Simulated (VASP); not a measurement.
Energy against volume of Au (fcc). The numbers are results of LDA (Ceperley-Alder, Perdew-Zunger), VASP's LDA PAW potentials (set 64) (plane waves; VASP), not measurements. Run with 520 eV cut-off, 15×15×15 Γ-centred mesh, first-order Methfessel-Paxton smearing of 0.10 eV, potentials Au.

```json
[
 {"V (Å³/atom)": "16.128", "E (eV/atom)": "-4.43566"},
 {"V (Å³/atom)": "16.627", "E (eV/atom)": "-4.44474"},
 {"V (Å³/atom)": "17.126", "E (eV/atom)": "-4.43597"},
 {"V (Å³/atom)": "17.625", "E (eV/atom)": "-4.41270"}
]
```

Problem. Fit these four points and predict the energy of the run at 15.629 Å³/atom.

Solution. A cubic in V^(−2/3), the third-order Birch-Murnaghan form, passes through the four points with V0 = 16.61 Å³/atom and B0 = 191 GPa, and gives -4.4047 eV/atom there. The run gave -4.4045 eV/atom, +0.2 meV/atom from the fit; all five points give B0 = 192 GPa.

The compound is Au in the fcc structure. It was relaxed first.
